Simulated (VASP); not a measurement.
VASP ran on this input.

INCAR:
```
ALGO=Normal
EDIFF=1E-6
ENCUT=400
GGA=PE
ISIF=2
ISMEAR=0
LASPH=.True.
LCHARG=.False.
LREAL=.False.
LWAVE=.False.
NELM=100
PREC=Accurate
SIGMA=0.272
SYSTEM=BN
```

### POSCAR
```
BN
1
    2.6368710000     0.0000000000     0.0000000000
   -1.3184360000     2.2835970000     0.0000000000
    0.0000000000     0.0000000000     8.6324400000
B N
4 4
Direct
  0.0260980000   0.0388450000   0.0082500000
 -0.0082990000   0.0277420000   0.4940220000
  0.6561130000   0.3073640000   0.7445050000
  0.3091660000   0.6157110000   0.2503550000
 -0.0088710000   0.0583530000   0.8037280000
  0.0047410000  -0.0521910000   0.3116760000
  0.6362820000   0.3022810000   0.5687870000
  0.3847700000   0.7018950000   0.0699380000
```

File KPOINTS:
```
Automatic mesh
0
Gamma
10 10 3
0 0 0
```

POTCAR, in this order: B N (PBE.64 set). Program: vasp_std.

Task: Write an equivalent input for Quantum ESPRESSO's pw.x.

Result: One equivalent input (not run):
```
&CONTROL
  calculation = 'scf'
  pseudo_dir = './pseudo'
  outdir = './out'
  tprnfor = .true.
  tstress = .true.
/
&SYSTEM
  ibrav = 0
  nat = 8
  ntyp = 2
  ecutwfc = 84
  occupations = 'smearing'
  smearing = 'gaussian'
  degauss = 0.01999
  input_dft = 'pbe'
/
&ELECTRONS
  conv_thr = 7.3e-08
  electron_maxstep = 100
/
ATOMIC_SPECIES
  B 10.810 B.upf
  N 14.007 N.upf
CELL_PARAMETERS angstrom
     2.6368710    0.0000000    0.0000000
    -1.3184360    2.2835970    0.0000000
     0.0000000    0.0000000    8.6324400
ATOMIC_POSITIONS crystal
  B    0.0260980  0.0388450  0.0082500
  B   -0.0082990  0.0277420  0.4940220
  B    0.6561130  0.3073640  0.7445050
  B    0.3091660  0.6157110  0.2503550
  N   -0.0088710  0.0583530  0.8037280
  N    0.0047410 -0.0521910  0.3116760
  N    0.6362820  0.3022810  0.5687870
  N    0.3847700  0.7018950  0.0699380
K_POINTS automatic
  10 10 3 0 0 0
```
The two are equivalent in intent, not identical: the potentials are each code's own (VASP's PAW set, PseudoDojo norm-conserving files in pw.x), so ENCUT and ecutwfc are chosen apart and not converted; conv_thr bounds pw.x's estimated SCF error, while EDIFF bounds the energy change between steps.

The structure was generated: BN was put into an ordered model structure, which need not be its known phase. The cell was not relaxed at this level, atoms are displaced from their ideal sites.
